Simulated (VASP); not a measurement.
# PdSb (relaxed from the CsCl type structure, space group Pm-3m): computed properties

Computed with PBEsol GGA, VASP's PBE PAW potentials (set 64) (plane waves; VASP).

```yaml
space_group: Pm-3m (221)
cell: a = 3.355 Å, b = 3.355 Å, c = 3.355 Å, α = 90.00°, β = 90.00°, γ = 90.00°
volume_per_atom: 18.88 Å³/atom
band gap (over mesh and band path): none (metal, semimetal or under 0.01 eV)
density: 10.03 g/cm³
```

```yaml
crystal:
  lattice:
    - [3.35493, 0.00000, 0.00000]
    - [0.00000, 3.35493, 0.00000]
    - [0.00000, 0.00000, 3.35493]
  atoms:
    - { symbol: Pd, position: [0.00000, 0.00000, 0.00000] }
    - { symbol: Sb, position: [0.50000, 0.50000, 0.50000] }
```

Unless said otherwise, spin-orbit coupling is left out, though it shifts the bands of the heavy elements here.

The structure was generated: PdSb was put into the CsCl type type (Pm-3m), which need not be its known phase. It was relaxed first, which changed the volume by -20 %. Symmetry was kept, so distortions that lower it aren't found. The electron count is odd and the run is not spin-polarised, which forces a metal.
